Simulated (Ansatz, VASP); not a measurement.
# Cross-check of HfCdO3 between VASP and Ansatz, part 2 of 3

One calculation is typed for both programs; each brings its own data sets. How far apart do they land? The cell is generated by rule, not measured, and may not be a known phase. The cell is taken from a series of runs on this material, whose earlier steps may have relaxed, scaled, displaced or heated it; both programs get it as it stands.

VASP 6.6.1 and Ansatz 0.2.0.

So far: The structure; VASP: relaxation of cell and atoms, PBEsol, pair 1.

## (3) Ansatz: relaxation of cell and atoms, PBEsol, pair 1

Level of this step: Ansatz beside VASP: Kohn-Sham DFT, plane waves, PBEsol (Ansatz).

Ansatz runs on its PAW soft_1 files.

The same cell, functional, mesh and smearing now go to Ansatz, which takes its cutoff from its data sets.

Contents of input.yaml:

```yaml
crystal:
  lattice:
    - [4.0660679502, 0.0, 0.0]
    - [0.0, 4.0660679502, 0.0]
    - [0.0, 0.0, 4.0660679502]
  atoms:
    - { symbol: Cd, position: [0.0, 0.0, 0.0] }
    - { symbol: Hf, position: [0.5, 0.5, 0.5] }
    - { symbol: O, position: [0.5, 0.5, 0.0] }
    - { symbol: O, position: [0.5, 0.0, 0.5] }
    - { symbol: O, position: [0.0, 0.5, 0.5] }
kpoints:
  mp_grid: { grid: [8, 8, 8] }
hamiltonian:
  xc: pbesol
  pseudopotentials: { kind: paw, azcp: { folder: soft_1 }, xc_functional: pbe }
scf:
  occupations: { method: methfessel_paxton, width: 0.2 }
output:
  forces: true
  stress: true
  eigenvalues: true
relax:
  adjacent_minimum: "off"
  f_tol: 0.001
  max_steps: 60
  cell: { stress_tol: 0.01 }
```

Started as:

```sh
ansatz run input.yaml --threads 4 --pin off --max-ram 16384MiB --backend cpu --events-out ev --progress --plain --runs-dir out
```

Numbers of over 12 decimals in the logs are rounded to 6 here.

Log:

```text
Engine: ansatz 0.2.0, aarch64-unknown-linux-gnu
Pseudopotentials: kind: paw
Pseudopotential: Cd, paw, valence charge 20, recommended cutoff 420 eV (normal), soft_1/Cd.paw.azcp
Pseudopotential: Hf, paw, valence charge 26, recommended cutoff 420 eV (normal), soft_1/Hf.paw.azcp
Pseudopotential: O, paw, valence charge 6, recommended cutoff 420 eV (normal), soft_1/O.paw.azcp
Functional definition: PBEsol
  exchange = pbesol_x
  correlation = pbesol_c
Crystal: 5 atoms, lattice volume = 67.224 Å³
Basis set: ecut = 420 eV, 1357 PW (Γ), exchange–correlation on 60×60×60 points (8 copies of the dense FFT grid, shifted against one another)
Bands: 39, of which v1, the nominal top of the filled ones, is band 32 counted from 1 (31 counted from 0)
Symmetry: 48 space group operations
Space group: Pm-3m (ITA 221), of the structure as read, at distance tolerance 4.1e-5 Å
k-points: 35 of 512
Non-local potential: Cd, projectors of the file, l = 0: 3, l = 1: 2, l = 2: 2, l = 3: 1
Non-local potential: Hf, projectors of the file, l = 0: 3, l = 1: 2, l = 2: 2, l = 3: 3
Non-local potential: O, projectors of the file, l = 0: 2, l = 1: 2, l = 2: 1
PAW form: soft (Blöchl's): semilocal exchange-correlation on the pseudo side does not see the compensation charge
PAW frozen core: Cd, regenerated for the run's functional, and the local potential with it (the file was generated under x = pbe(κ = 0.804, μ = 0.219515), c = pbe(β = 0.066725))
PAW frozen core: Hf, regenerated for the run's functional, and the local potential with it (the file was generated under x = pbe(κ = 0.804, μ = 0.219515), c = pbe(β = 0.066725))
PAW frozen core: O, regenerated for the run's functional, and the local potential with it (the file was generated under x = pbe(κ = 0.804, μ = 0.219515), c = pbe(β = 0.066725))
PAW one-centre angular grid: Cd, 590 points (default); XC on 64 Gauss nodes
PAW one-centre angular grid: Hf, 590 points (default); XC on 64 Gauss nodes
PAW one-centre angular grid: O, 110 points (default); XC on 64 Gauss nodes
Initial density: superposition of atomic densities (chi_scale 0.1, normalization cell, long waves kept (reshape's long-wave potential 0.00 eV rms))
Initial wavefunctions: pseudopotential atomic-orbital guess
Functional: x = pbesol(κ = 0.804, μ = 0.123457), c = pbesol(β = 0.046)
SCF iter   1: F=—  HF=-25470.629288 eV  |F-HF|=—  |Δ(HF+E_count)|=         —  Δρ=9.09e-2  dr2=5.37e0  ethr=3.10e-3  ⟨swp⟩=4.7  Hψ=4287  notcnv=0
preconditioner: auto → Resta (q_TF=auto, 2.706 Å⁻¹)  ε∞=4.8  [insulator: Δε(μ)=0.340 eV  Ē_g=17.120 eV  σ=0.200 eV  W_gap=0.73  n_scr=26 (ndim 8)  ℏωp=33.3 eV  f_vac=0.000  D(μ)=0.52/eV (n_scr^D=0)  ε∞_Penn≈4.8]
SCF iter   2: F=—  HF=-25469.385808 eV  |F-HF|=—  |Δ(HF+E_count)|=    1.24e0  S|Δr|=    0.00e0  Δρ=4.05e-2  dr2=1.40e0  ethr=3.10e-3  ⟨swp⟩=2.0  Hψ=2766  notcnv=0  defer=69
SCF iter   3: F=—  HF=-25468.975381 eV  |F-HF|=—  |Δ(HF+E_count)|=   4.10e-1  S|Δr|=    0.00e0  Δρ=1.33e-2  dr2=2.26e-1  ethr=2.18e-3  ⟨swp⟩=2.2  Hψ=2501  notcnv=0  defer=69
SCF iter   4: F=—  HF=-25468.862571 eV  |F-HF|=—  |Δ(HF+E_count)|=   1.13e-1  S|Δr|=    0.00e0  Δρ=6.71e-3  dr2=4.31e-2  ethr=3.53e-4  ⟨swp⟩=2.0  Hψ=2734  notcnv=0  defer=65
SCF iter   5: F=—  HF=-25468.857960 eV  |F-HF|=—  |Δ(HF+E_count)|=   4.61e-3  S|Δr|=    0.00e0  Δρ=1.64e-3  dr2=3.22e-3  ethr=6.74e-5  ⟨swp⟩=2.1  Hψ=2025  notcnv=0  defer=64
SCF iter   6: F=—  HF=-25468.855600 eV  |F-HF|=—  |Δ(HF+E_count)|=   2.36e-3  S|Δr|=    0.00e0  Δρ=5.32e-4  dr2=1.43e-4  ethr=5.04e-6  ⟨swp⟩=2.2  Hψ=2214  notcnv=0  defer=64
SCF iter   7: F=—  HF=-25468.855673 eV  |F-HF|=—  |Δ(HF+E_count)|=   7.33e-5  S|Δr|=    0.00e0  Δρ=1.90e-4  dr2=2.57e-5  ethr=2.24e-7  ⟨swp⟩=2.0  Hψ=2565  notcnv=0  defer=61
SCF iter   8: F=—  HF=-25468.855704 eV  |F-HF|=—  |Δ(HF+E_count)|=   3.12e-5  S|Δr|=    0.00e0  Δρ=4.52e-5  dr2=1.38e-6  ethr=4.02e-8  ⟨swp⟩=2.1  Hψ=2211  notcnv=0  defer=61
SCF iter   9: F=-25468.855704 eV  HF=-25468.855704 eV  |F-HF|=1.38e-9  |Δ(HF+E_count)|=   1.84e-7  S|Δr|=    0.00e0  Δρ=9.48e-6  dr2=4.87e-8  ethr=1.56e-10  ⟨swp⟩=8.4  Hψ=7062  notcnv=0
SCF 1 converged in 9 iterations: F = -25468.855704 eV  dr2 = 4.87e-8
  greatest PAW one-centre occupation: 1.000 electrons in one spin orbital (limit 2), on the Cd atom at site 0 (counted from 0), in its partial waves of l = 0
relax step   1: F+E_penalty+E_count = -25468.85570425 eV  Δ(F+E_penalty+E_count) = +0.000e0 eV  max|allowed force component| = 2.372e-29 eV/Å  Δτ_max = 0.0000 Å  P = -0.011 GPa  Ω = 67.224 Å³  (9 SCF iters, dr2 threshold 1.00e-7 eV, accepted)
[...]
relax step   2: F+E_penalty+E_count = -25468.85571700 eV  Δ(F+E_penalty+E_count) = -1.275e-5 eV  max|allowed force component| = 3.050e-29 eV/Å  Δτ_max = 0.0000 Å  P = +0.004 GPa  Ω = 67.219 Å³  energy of the carried Pulay correction = +1.262e-5 eV  (5 SCF iters, dr2 threshold 3.06e-10 eV, accepted)
[...]
relax step   3: F+E_penalty+E_count = -25468.85571700 eV  Δ(F+E_penalty+E_count) = -3.274e-11 eV  max|allowed force component| = 7.783e-29 eV/Å  Δτ_max = 0.0000 Å  P = +0.003 GPa  Ω = 67.219 Å³  stress off target by 3.23e-3 GPa  SCF on the basis re-selected at this cell (its energy is not comparable with the rows above)  (9 SCF iters)
basis re-selected at this cell: Δ(F+E_penalty+E_count) = -3.274e-11 eV, ΔP = -0.000 GPa vs the last step (what re-selecting the basis moved, of the pressure what is left beyond the Pulay correction that the steps carried, after the strain that the cell walked since its last selection, with what the two solves' SCF thresholds leave and, on support functions, any second-order correction that the steps lacked; it is no  [...]
SCF converged after 9 iterations
Stability not checked: this state was not tested for a lower state beside it, because cold or Methfessel-Paxton smearing, or corrected tetrahedra, fill the levels in a way that the test cannot read (fill_not_monotonic; see scf.lower_state_search)
Free energy (F): -25468.855717 eV
Harris-Foulkes:  -25468.855717 eV  (|F-HF|=3.64e-12)
Internal energy: -25468.861948 eV  (E = F + TS)
E sigma→0 (E₀):  -25468.857275 eV
Entropy (-TS):   0.006231 eV (1.246 meV/atom)
Fermi energy:    10.982319 eV
--- Per-component energies (eV) ---
  E_band       = -511.005047
  E_kinetic    = 1348.852754
  E_local      = -11089.487219  (includes V_loc(G=0)·N_el)
  E_nonlocal   = 357.063705
  E_hartree    = 5177.109419
  E_xc         = -629.505432
  E_vxc        = -718.827324  (∫ρ·V_xc dr)
  E_paw        = -12084.669760  (= ΣΔE_a)
  E_vpaw       = -762.828547  (= ΣTr[D̂ρ^β])
  E_aug_tail   = 0.002723  (compensation charges beyond the density's cutoff)
  E_ewald      = -8549.927019
  E_core_change = 1.698881  (= ΣΔE_core)
  E_smearing   = 0.006231  (= −TS)
  E_closure    = -0.000000  (closes the sum)
  Σ components = -25468.855717   (vs F -25468.855717, Δ=0.00e0)
--- Forces (eV/Å), atoms counted from 1 ---
  atom   1  Cd     0.00000000    -0.00000000     0.00000000
  atom   2  Hf     0.00000000     0.00000000     0.00000000
  atom   3  O     -0.00000000    -0.00000000    -0.00000000
  atom   4  O     -0.00000000     0.00000000    -0.00000000
  atom   5  O      0.00000000    -0.00000000    -0.00000000
  max |Σ_I F_I| component: 5.15e-29 eV/Å
--- Stress (GPa, compression-positive) ---
        0.003234       0.000000       0.000000
        0.000000       0.003234       0.000000
        0.000000       0.000000       0.003234
  P = ⅓ Tr σ = 0.0032 GPa (0.032 kbar)
--- Band table (eV; the first three rows and the last of 35) ---
  k-point 0: bands = [... 28 lower, 9.9346, 10.3012, 10.6364, 10.6364, 10.6364, 15.3779, 15.3779, 15.3779, ... 3 higher]
  k-point 1: bands = [... 28 lower, 9.8311, 9.9183, 10.5941, 10.5941, 11.0893, 15.3817, 15.7150, 15.7150, ... 3 higher]
  k-point 2: bands = [... 28 lower, 9.5970, 9.8795, 10.5566, 10.5566, 12.0575, 15.3907, 16.4788, 16.4788, ... 3 higher]
  k-point 34: bands = [... 28 lower, 6.8128, 10.8976, 10.8976, 10.8976, 11.5011, 19.2157, 19.2157, 19.2157, ... 3 higher]
--- Relaxed structure (2 steps of the walk, 2 accepted, 1 SCFs on fresh bases) ---
  F+E_penalty+E_count = -25468.85571700 eV   max|allowed force component| = 7.783e-29 eV/Å   (the final SCF, on the basis selected at the relaxed cell)
  cell:  # Å, volume = 67.2186 Å³
    - [4.065961, 0, 0.0]
    - [0, 4.065961, 0.0]
    - [0.0, 0.0, 4.065961]
  atoms:
    - { symbol: Cd, position: [0, 0, 0] }
    - { symbol: Hf, position: [0.500000, 0.500000, 0.500000] }
    - { symbol: O, position: [0.500000, 0.500000, 0] }
    - { symbol: O, position: [0.500000, 0, 0.500000] }
    - { symbol: O, position: [0, 0.500000, 0.500000] }
```

In the SCF lines HF is the Harris–Foulkes energy and dr2 the Hartree energy of the density residual, in eV; the loop may stop once dr2 is under the threshold and the program's other checks hold. Hψ counts applications of the Hamiltonian.

## (4) Differences

Known differences besides the potentials themselves: the data sets hold 64 valence electrons in Ansatz (on its PAW soft_1 files) and 40 in VASP; the cutoff is 420 eV in Ansatz and 600 eV in VASP; Ansatz makes its cores anew for this functional, VASP keeps those of its PBE data sets; Ansatz adds a Pulay correction to the stress that steers its cell, VASP none. Total energies have different zeros and are not compared.

The two programs side by side:

| quantity | Ansatz | VASP | difference |
| --- | --- | --- | --- |
| volume (Å³) | 67.22 | 66.59 | +0.95 % |
| edge a after relaxation, in the typed setting (Å) | 4.066 | 4.053 | +0.32 % |

## (5) Ansatz: relaxation of cell and atoms, PBEsol, pair 2

The relaxed volume is the usual yardstick between codes: in a stiff, nearly cubic crystal its relative difference is about their pressure difference at one cell divided by the bulk modulus. This pair takes another cell of the material, with 10 atoms against 5 for the pair before.

The cell is taken from a series of runs on this material, whose earlier steps may have relaxed, scaled, displaced or heated it; both programs get it as it stands.

input.yaml, the sections that differ from step 3:

```yaml
crystal:
  lattice:
    - [5.6083914436, 0.0, 0.0]
    - [0.0, 5.6083914436, 0.0]
    - [0.0, 0.0, 4.0265195377]
  atoms:
    - { symbol: Cd, position: [0.5, 0.0, 0.0] }
    - { symbol: Cd, position: [0.0, 0.5, 0.0] }
    - { symbol: Hf, position: [0.0, 0.0, 0.5] }
    - { symbol: Hf, position: [0.5, 0.5, 0.5] }
    - { symbol: O, position: [0.1678270082, 0.6678270082, 0.5] }
    - { symbol: O, position: [0.8321729918, 0.3321729918, 0.5] }
    - { symbol: O, position: [0.3321729918, 0.1678270082, 0.5] }
    - { symbol: O, position: [0.6678270082, 0.8321729918, 0.5] }
    - { symbol: O, position: [0.0, 0.0, 0.0] }
    - { symbol: O, position: [0.5, 0.5, 0.0] }
kpoints:
  mp_grid: { grid: [4, 4, 6] }
scf:
  occupations: { method: fixed }
# hamiltonian, output, relax: as in step 3
```

Log:

```text
[...]
Crystal: 10 atoms, lattice volume = 126.650 Å³
Basis set: ecut = 420 eV, 2481 PW (Γ), exchange–correlation on 80×80×54 points (8 copies of the dense FFT grid, shifted against one another)
Bands: 77, of which v1, the nominal top of the filled ones, is band 64 counted from 1 (63 counted from 0)
Symmetry: 16 space group operations
[...]
k-points: 24 of 96
[...]
- { symbol: Cd, position: [0.0, 0.5, 0.0] }
    - { symbol: Hf, position: [0.0, 0.0, 0.5] }
    - { symbol: Hf, position: [0.5, 0.5, 0.5] }
    - { symbol: O, position: [0.1678270082, 0.6678270082, 0.5] }
    - { symbol: O, position: [0.8321729918, 0.3321729918, 0.5] }
    - { symbol: O, position: [0.3321729918, 0.1678270082, 0.5] }
    - { symbol: O, position: [0.6678270082, 0.8321729918, 0.5] }
    - { symbol: O, position: [0.0, 0.0, 0.0] }
    - { symbol: O, position: [0.5, 0.5, 0.0] }
[key lines of the parts left out:]
SCF converged after 9 iterations
Free energy (F): -50939.807121 eV
Fermi energy:    11.827028 eV
P = ⅓ Tr σ = -0.0039 GPa (-0.039 kbar)
```

## (6) VASP: relaxation of cell and atoms, PBEsol, pair 2

The same cell, functional and mesh now go to VASP, with its own data sets.

Contents of INCAR:

```
SYSTEM = HfCdO3
PREC = Accurate
ENCUT = 600
EDIFF = 1E-07
NELM = 120
ISMEAR = 0
SIGMA = 0.01
LREAL = .FALSE.
ALGO = Normal
GGA = PS
NBANDS = 50
LASPH = .TRUE.
LORBIT = 11
LWAVE = .FALSE.
LCHARG = .FALSE.
ISIF = 3
IBRION = 2
NSW = 80
EDIFFG = -0.005
GGA_COMPAT = .FALSE.
NELMIN = 4
EFERMI = MIDGAP
KPAR = 2
```

Contents of POSCAR:

```
HfCdO3
1.0
    5.6083910000      0.0000000000      0.0000000000
    0.0000000000      5.6083910000      0.0000000000
    0.0000000000      0.0000000000      4.0265200000
Cd Hf O
2 2 6
Direct
    0.5000000892      0.0000000000      0.0000000000
    0.0000000000      0.5000000892      0.0000000000
    0.0000000000      0.0000000000      0.5000000000
    0.5000000892      0.5000000892      0.5000000000
    0.1678271005      0.6678270113      0.5000000000
    0.8321730778      0.3321729887      0.5000000000
    0.3321729887      0.1678271005      0.5000000000
    0.6678270113      0.8321730778      0.5000000000
    0.0000000000      0.0000000000      0.0000000000
    0.5000000892      0.5000000892      0.0000000000
```

Contents of KPOINTS:

```
Automatic mesh
0
Gamma
4 4 6
0 0 0
```

Potentials, in the order of the species: Cd, Hf_pv and O (PBE family, release 64).

Started as:

```sh
mpirun -np 2 vasp_std
```

Log:

```text
[banner, memory and clock lines left out]
running    2 mpi-ranks, on    1 nodes
[...]
[... a notice as in an earlier step ...]

 LDA part: xc-table for (Slater+PW92), standard interpolation
 POSCAR, INCAR and KPOINTS ok, starting setup
[...]
entering main loop
       N       E                     dE             d eps       ncg     rms          rms(c)
DAV:   1     0.667600959238E+03    0.66760E+03   -0.47422E+04  2400   0.180E+03
DAV:   2    -0.382480077508E+02   -0.70585E+03   -0.65993E+03  2668   0.451E+02
DAV:   3    -0.927453159837E+02   -0.54497E+02   -0.53823E+02  2778   0.121E+02
DAV:   4    -0.936719089614E+02   -0.92659E+00   -0.92445E+00  2744   0.167E+01
[...]
DAV:  13    -0.793938845021E+02   -0.37137E-05   -0.15577E-05  2704   0.214E-02    0.236E-02
DAV:  14    -0.793938852766E+02   -0.77446E-06   -0.11618E-06  2680   0.682E-03    0.112E-02
DAV:  15    -0.793938853496E+02   -0.73039E-07   -0.22614E-07  2084   0.261E-03
   1 F= -.79393885E+02 E0= -.79393885E+02  d E =-.793939E+02
[... from here on, the cycles between the ionic steps are left out ...]
   2 F= -.79392655E+02 E0= -.79392655E+02  d E =0.122996E-02
   3 F= -.79399867E+02 E0= -.79399867E+02  d E =-.598143E-02
   4 F= -.79400723E+02 E0= -.79400723E+02  d E =-.856691E-03
   5 F= -.79400759E+02 E0= -.79400759E+02  d E =-.892387E-03
   6 F= -.79400955E+02 E0= -.79400955E+02  d E =-.196205E-03
   7 F= -.79401011E+02 E0= -.79401011E+02  d E =-.251874E-03
[...]
reached required accuracy - stopping structural energy minimisation
```

OUTCAR, selected parts (step 6):

```text
  Total       -0.0073712     -0.0073712     -0.0145353      0.0000000      0.0000000      0.0000000
  in kB       -0.0939322     -0.0939322     -0.1852250      0.0000000      0.0000000      0.0000000
  external PRESSURE =      -0.1243632 kB  Pullay stress =       0.0000000 kB

 POSITION                                       TOTAL-FORCE (eV/Angst)
 -----------------------------------------------------------------------------------
      2.79589      0.00000     -0.00000        -0.000000     -0.000000      0.000000
      0.00000      2.79589     -0.00000        -0.000000     -0.000000      0.000000
     -0.00000     -0.00000      2.01050        -0.000000     -0.000000      0.000000
      2.79589      2.79589      2.01050        -0.000000     -0.000000      0.000000
      0.94545      3.74134      2.01050         0.000323      0.000323      0.000000
      4.64633      1.85044      2.01050        -0.000323     -0.000323      0.000000
      1.85044      0.94545      2.01050        -0.000323      0.000323      0.000000
      3.74134      4.64633      2.01050         0.000323     -0.000323      0.000000
     -0.00000     -0.00000      0.00000        -0.000000     -0.000000      0.000000
      2.79589      2.79589     -0.00000        -0.000000     -0.000000      0.000000
 -----------------------------------------------------------------------------------
    total drift:                               -0.001451     -0.000555      0.000000

  FREE ENERGIE OF THE ION-ELECTRON SYSTEM (eV)
  ---------------------------------------------------
  free  energy   TOTEN  =       -79.4010110392 eV

  energy  without entropy=      -79.4010110392  energy(sigma->0) =      -79.40101104

[... 1 part as in an earlier step ...]

[... 3 further parts left out ...]
[key lines of the parts left out:]
E-fermi :   2.6289
```

The run keeps the 16 symmetry operations of its start, so it cannot find a distortion of lower symmetry.

## (7) Comparison

What differs besides the data sets and the points named for the pairs above, as far as they apply: fixed occupations in Ansatz, narrow Gaussian smearing in VASP; the data sets hold 128 valence electrons in Ansatz (on its PAW soft_1 files) and 80 in VASP. Total energies have different zeros and are not compared.

The two programs side by side:

| quantity | Ansatz | VASP | difference |
| --- | --- | --- | --- |
| volume (Å³) | 126.65 | 125.73 | +0.73 % |
| edge a after relaxation, in the typed setting (Å) | 5.608 | 5.592 | +0.30 % |
| edge c after relaxation, in the typed setting (Å) | 4.027 | 4.021 | +0.14 % |

(Continued in part 3 of 3.)

[Lines on the potential files, build, host, timing and source positions are cut from VASP's logs without a mark.]

[Logs are printed without paths, hosts, clocks, repeated set-up lines and the standing remarks that a program may print on its own settings, such as how far it seeks lower states.]

[Hosts, paths, dates, database ids (printed as entryN), source tags and the programs' standing remarks are cut or masked in the printed files.]
